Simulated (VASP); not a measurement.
Consider the following.

```
CELL_PARAMETERS angstrom
      1.78002    -3.08309     0.00000
      1.78002     3.08309     0.00000
      0.00000     0.00000     5.56512
ATOMIC_POSITIONS crystal
  Tb 0.33333 0.66667 0.25000
  Tb 0.66667 0.33333 0.75000
```

The numbers are results of PBEsol GGA with spin-orbit coupling, VASP's PBE PAW potentials (set 64) (plane waves; VASP), not measurements. Run with 400 eV cut-off, 11×11×6 Γ-centred mesh, Gaussian smearing of 0.050 eV, potentials Tb_3.

The 4f electrons are frozen in the core of the lanthanide potential, so 4f levels, which can set the real gap, and their magnetism are missing.

Give the energies of bands 13 to 25 at the high-symmetry points, in eV from the Fermi level.

```
band      Γ      M      K      A      L      H
----  -----  -----  -----  -----  -----  -----
13    -5.06  -1.90  -1.12  -3.40  -2.04  -0.70
14    -5.06  -1.90  -1.12  -3.40  -2.04  -0.70
15    -2.28  -1.60  -0.77  -3.40  -2.04  -0.66
16    -2.28  -1.60  -0.77  -3.40  -2.04  -0.66
17     1.59  -1.12  -0.57   0.94  -0.08  -0.51
18     1.59  -1.12  -0.57   0.94  -0.08  -0.51
19     1.63   0.27  -0.37   0.94  -0.08  -0.35
20     1.63   0.27  -0.37   0.94  -0.08  -0.35
21     1.82   1.35   1.10   1.52   1.91   0.58
22     1.82   1.35   1.10   1.52   1.91   0.58
23     2.08   1.63   1.18   1.52   1.91   0.74
24     2.08   1.63   1.18   1.53   1.97   0.74
25     2.31   2.34   2.61   1.69   3.01   2.85
```

It has no gap at this level: it comes out as a metal or semimetal.

The compound is Tb in the hcp structure. It was relaxed first.
